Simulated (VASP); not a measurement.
Given:

```
CELL_PARAMETERS angstrom
      4.29000     0.00000     0.00000
      0.00000     4.29000     0.00000
      0.00000     0.00000     4.29000
ATOMIC_POSITIONS crystal
  Cs 0.00000 0.00000 0.00000
  Br 0.50000 0.50000 0.50000
```

Level of theory: r2SCAN meta-GGA, VASP's PBE PAW potentials (set 64) (plane waves; VASP). Numerical set-up: 400 eV cut-off, 6×6×6 Γ-centred mesh, Gaussian smearing of 0.050 eV, potentials Cs_sv Br.

Energy and stress use the plane-wave basis of the starting cell.

### Question
The ions, cell shape and volume are relaxed. Predict the relaxed structure.

### Answer

```
CELL_PARAMETERS angstrom
      4.32214     0.00000     0.00000
      0.00000     4.32214     0.00000
      0.00000     0.00000     4.32214
ATOMIC_POSITIONS crystal
  Cs 0.00000 0.00000 0.00000
  Br 0.50000 0.50000 0.50000
```
Space group Pm-3m (221), at a tolerance of 0.03 Å.

### Question
How do energy and volume change from the first to the last step?

### Answer
The energy (σ→0) changes by -1.0 meV/atom and the volume by +2.3 %, in 3 ionic steps.

```csv
step,E(σ→0) (eV),max force (eV/Å),pressure (GPa),volume (Å³)
1,-42.3191,0.000,0.38,78.95
2,-42.3209,0.000,0.15,80.02
3,-42.3212,0.000,0.00,80.74
```

The compound is CsBr in the CsCl type structure. This run relaxes it. Symmetry was kept, so distortions that lower it aren't found.
